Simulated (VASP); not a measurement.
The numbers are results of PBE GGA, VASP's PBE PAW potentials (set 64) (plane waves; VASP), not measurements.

The input files of a VASP run:

KPOINTS:
```
Automatic mesh
0
Gamma
6 6 3
0 0 0
```

**POSCAR**
```
MgI2
1
    2.1165000000    -3.6658850000     0.0000000000
    2.1165000000     3.6658850000     0.0000000000
    0.0000000000     0.0000000000     6.9972000000
Mg I
1 2
Direct
  0.0000000000   0.0000000000   0.0000000000
  0.3333330000   0.6666670000   0.2420000000
  0.6666670000   0.3333330000   0.7580000000
```

### INCAR
```
SYSTEM=MgI2
PREC=Accurate; ENCUT=400; LREAL=.FALSE.
LASPH=.FALSE.
EDIFF=1E-6; NELM=100; ALGO=Normal
LMAXMIX=4
ISMEAR=0; SIGMA=0.05
GGA=PE
ISIF=2
LWAVE=.FALSE.; LCHARG=.FALSE.
```

POTCAR, in this order: Mg I (PBE.64 set). Program: vasp_std.

The resulting files:

**OUTCAR**
```
 ion  position               nearest neighbor table
   1  0.000  0.000  0.000-   2 2.97   3 2.97   3 2.97   2 2.97   3 2.97   2 2.97
   2  0.333  0.667  0.242-   1 2.97   1 2.97   1 2.97
   3  0.667  0.333  0.758-   1 2.97   1 2.97   1 2.97
  LATTYP: Found a hexagonal cell.
 ALAT       =     4.2329995374
 C/A-ratio  =     1.6530122289
 Subroutine PRICEL returns:
 Original cell was already a primitive cell.
 Subroutine GETGRP returns: Found 12 space group operations
The static configuration has the point symmetry D_3d.
The dynamic configuration has the point symmetry D_3d.
 Subroutine INISYM returns: Found 12 space group operations
 Subroutine IBZKPT returns following result:
 Found     17 irreducible k-points:

 Following reciprocal coordinates:
            Coordinates               Weight
  0.000000  0.000000  0.000000      1.000000
  0.166667  0.000000  0.000000      6.000000
  0.333333 -0.000000  0.000000      6.000000
  0.500000  0.000000  0.000000      3.000000
  0.166667  0.166667  0.000000      6.000000
  0.333333  0.166667  0.000000     12.000000
  0.333333  0.333333  0.000000      2.000000
...
```

### OSZICAR
```
       N       E                     dE             d eps       ncg     rms          rms(c)
DAV:   1     0.722990080024E+02    0.72299E+02   -0.50069E+03   408   0.833E+02
DAV:   2    -0.227467188198E+01   -0.74574E+02   -0.69501E+02   580   0.140E+02
DAV:   3    -0.778710933591E+01   -0.55124E+01   -0.54936E+01   516   0.456E+01
DAV:   4    -0.789009587433E+01   -0.10299E+00   -0.10296E+00   564   0.794E+00
DAV:   5    -0.789142438768E+01   -0.13285E-02   -0.13284E-02   508   0.879E-01    0.373E+00
DAV:   6    -0.773902194607E+01    0.15240E+00   -0.17274E-01   456   0.229E+00    0.260E+00
DAV:   7    -0.770883153488E+01    0.30190E-01   -0.14607E-01   456   0.214E+00    0.791E-01
DAV:   8    -0.770730515520E+01    0.15264E-02   -0.94233E-03   456   0.606E-01    0.262E-01
DAV:   9    -0.770745316091E+01   -0.14801E-03   -0.11868E-03   500   0.253E-01    0.977E-02
DAV:  10    -0.770744109947E+01    0.12061E-04   -0.29039E-05   500   0.455E-02    0.530E-02
DAV:  11    -0.770744416367E+01   -0.30642E-05   -0.13955E-05   472   0.281E-02    0.184E-02
DAV:  12    -0.770744507542E+01   -0.91176E-06   -0.13360E-06   376   0.844E-03
   1 F= -.77074451E+01 E0= -.77074451E+01  d E =-.998269E-12
```

File OUTCAR:
```
------------------------ aborting loop because EDIFF is reached ----------------------------------------
  FORCE on cell =-STRESS in cart. coord.  units (eV):
  Direction    XX          YY          ZZ          XY          YZ          ZX
  --------------------------------------------------------------------------------------
  Total       -0.3703308     -0.3703307     -0.1497768      0.0000000     -0.0000000      0.0000000
  in kB       -5.4644817     -5.4644802     -2.2100580      0.0000000     -0.0000000      0.0000000
  external PRESSURE =      -4.3796733 kB  Pullay stress =       0.0000000 kB
  volume of cell :      108.58
      direct lattice vectors                 reciprocal lattice vectors
     2.116500000 -3.665885000  0.000000000     0.236239074 -0.136392713  0.000000000
     2.116500000  3.665885000  0.000000000     0.236239074  0.136392713  0.000000000
     0.000000000  0.000000000  6.997200000     0.000000000  0.000000000  0.142914309
 POSITION                                       TOTAL-FORCE (eV/Angst)
 -----------------------------------------------------------------------------------
      0.00000      0.00000      0.00000         0.000000      0.000000      0.000000
      2.11650      1.22196      1.69332        -0.000000     -0.000000     -0.216902
      2.11650     -1.22196      5.30388         0.000000     -0.000000      0.216902
 -----------------------------------------------------------------------------------
    total drift:                               -0.000000     -0.000000      0.000000
  FREE ENERGIE OF THE ION-ELECTRON SYSTEM (eV)
  ---------------------------------------------------
  free  energy   TOTEN  =        -7.7074450754 eV

  energy  without entropy=       -7.7074450754  energy(sigma->0) =       -7.70744508
```
(Selected blocks of OUTCAR.)

### OUTCAR
```
 val. band max:        1.8006036187   @ k =   0.0000   0.0000   0.0000

 cond. band min:       5.2403660435   @ k =   0.5000   0.0000   0.3333


 Fermi energy:         2.0207315671

 k-point     1 :       0.0000    0.0000    0.0000
  band No.  band energies     occupation
      1     -10.0484      2.00000
      2      -9.4332      2.00000
      3      -1.4849      2.00000
      4       1.3739      2.00000
      5       1.3739      2.00000
      6       1.7130      2.00000
      7       1.7130      2.00000
      8       1.8006      2.00000
      9       5.2635      0.00000
     10       6.5398      0.00000
     11       8.4092      0.00000
     12       8.4092      0.00000

 k-point     2 :       0.1667    0.0000    0.0000
  band No.  band energies     occupation
      1      -9.9249      2.00000
      2      -9.3723      2.00000
      3      -1.3106      2.00000
      4       0.4722      2.00000
      5       0.9397      2.00000
      6       1.0907      2.00000
      7       1.6670      2.00000
      8       1.7110      2.00000
      9       6.0928      0.00000
     10       7.1569      0.00000
     11       7.8957      0.00000
     12       8.7384      0.00000

 k-point     3 :       0.3333   -0.0000    0.0000
  band No.  band energies     occupation
      1      -9.6334      2.00000
      2      -9.2669      2.00000
      3      -1.1810      2.00000
      4      -0.5804      2.00000
      5       0.0248      2.00000
      6       0.6864      2.00000
      7       1.3724      2.00000
      8       1.4801      2.00000
      9       5.7698      0.00000
     10       7.1925      0.00000
     11       7.7725      0.00000
     12       8.7966      0.00000

 k-point     4 :       0.5000    0.0000    0.0000
  band No.  band energies     occupation
      1      -9.4334      2.00000
      2      -9.2520      2.00000
      3      -1.5538      2.00000
      4      -0.7953      2.00000
      5       0.1077      2.00000
      6       0.5203      2.00000
...
```

Unless said otherwise, spin-orbit coupling is left out, though it shifts the bands of the heavy elements here.

The compound is MgI2 in the 1T layered structure. The cell was not relaxed at this level. The run is one of a series of settings (LASPH = .FALSE. against the base run), some of them coarse on purpose.
